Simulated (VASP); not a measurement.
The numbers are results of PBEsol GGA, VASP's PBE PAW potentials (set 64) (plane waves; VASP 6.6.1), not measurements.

VASP ran on this input.

File POSCAR:
```
DyPb3
1
    4.8438071193     0.0000000000     0.0000000000
    0.0000000000     4.8438071193     0.0000000000
    0.0000000000     0.0000000000     4.7958486330
Dy Pb
1 3
Direct
  0.0000000000   0.0000000000   0.0000000000
  0.0000000000   0.5000000000   0.5000000000
  0.5000000000   0.0000000000   0.5000000000
  0.5000000000   0.5000000000   0.0000000000
```

**INCAR**
```
SYSTEM = DyPb3
PREC = Accurate
ENCUT = 480
EDIFF = 1E-7
NELM = 100
ALGO = Normal
LREAL = .FALSE.
LASPH = .TRUE.
ISMEAR = 1
SIGMA = 0.1
GGA = PS
LMAXMIX = 6
LWAVE = .FALSE.
LCHARG = .FALSE.
ISIF = 2
```

### KPOINTS
```
K-points
0
Gamma
 6 6 6
0 0 0
```

POTCAR, in this order: Dy_3 Pb_d (PBE.64 set). Program: vasp_std.

Output of the run:

File OSZICAR:
```
       N       E                     dE             d eps       ncg     rms          rms(c)
DAV:   1     0.546625090320E+03    0.54663E+03   -0.23405E+04  2400   0.184E+03
DAV:   2     0.314074079333E+02   -0.51522E+03   -0.51030E+03  2400   0.518E+02
DAV:   3    -0.163605671166E+02   -0.47768E+02   -0.47179E+02  2840   0.196E+02
DAV:   4    -0.183234573143E+02   -0.19629E+01   -0.19519E+01  2888   0.450E+01
DAV:   5    -0.183964829642E+02   -0.73026E-01   -0.72985E-01  3074   0.771E+00    0.158E+01
DAV:   6    -0.182838301911E+02    0.11265E+00   -0.17568E-01  3176   0.478E+00    0.926E+00
DAV:   7    -0.182588030358E+02    0.25027E-01   -0.18882E-01  3074   0.459E+00    0.529E-01
DAV:   8    -0.182567352859E+02    0.20677E-02   -0.26792E-02  2990   0.221E+00    0.118E-01
DAV:   9    -0.182566589484E+02    0.76337E-04   -0.11155E-03  3598   0.340E-01    0.524E-02
DAV:  10    -0.182566531621E+02    0.57864E-05   -0.86454E-05  3222   0.112E-01    0.187E-02
DAV:  11    -0.182566516903E+02    0.14717E-05   -0.14242E-05  3326   0.358E-02    0.633E-03
DAV:  12    -0.182566513434E+02    0.34695E-06   -0.24011E-06  2924   0.178E-02    0.144E-03
DAV:  13    -0.182566514227E+02   -0.79350E-07   -0.21333E-07  2086   0.567E-03
   1 F= -.18256651E+02 E0= -.18256382E+02  d E =-.808909E-03
```

### OUTCAR
```
------------------------ aborting loop because EDIFF is reached ----------------------------------------
  FORCE on cell =-STRESS in cart. coord.  units (eV):
  Direction    XX          YY          ZZ          XY          YZ          ZX
  --------------------------------------------------------------------------------------
  Total       -0.8599380     -0.8599380     -0.6953248      0.0000000      0.0000000      0.0000000
  in kB      -12.2444294    -12.2444294     -9.9005467      0.0000000      0.0000000      0.0000000
  external PRESSURE =     -11.4631352 kB  Pullay stress =       0.0000000 kB
  volume of cell :      112.52
      direct lattice vectors                 reciprocal lattice vectors
     4.843807119  0.000000000  0.000000000     0.206449178  0.000000000  0.000000000
     0.000000000  4.843807119  0.000000000     0.000000000  0.206449178  0.000000000
     0.000000000  0.000000000  4.795848633     0.000000000  0.000000000  0.208513670
 POSITION                                       TOTAL-FORCE (eV/Angst)
 -----------------------------------------------------------------------------------
      0.00000      0.00000      0.00000         0.000000      0.000000      0.000000
      0.00000      2.42190      2.39792         0.000000      0.000000      0.000000
      2.42190      0.00000      2.39792         0.000000      0.000000      0.000000
      2.42190      2.42190      0.00000         0.000000      0.000000      0.000000
 -----------------------------------------------------------------------------------
    total drift:                                0.000000      0.000000      0.000000
  FREE ENERGIE OF THE ION-ELECTRON SYSTEM (eV)
  ---------------------------------------------------
  free  energy   TOTEN  =       -18.2566514227 eV

  energy  without entropy=      -18.2558425135  energy(sigma->0) =      -18.25638179
```
(Selected blocks of OUTCAR.)

The 4f electrons are frozen in the core of the lanthanide potential, so 4f levels, which can set the real gap, and their magnetism are missing.

The structure comes from a computed database's DyPb3 entry (Pm-3m); how it stands against other phases isn't given here. This cell was strained or had an atom moved on purpose. The electron count is odd and the run is not spin-polarised, which forces a metal.
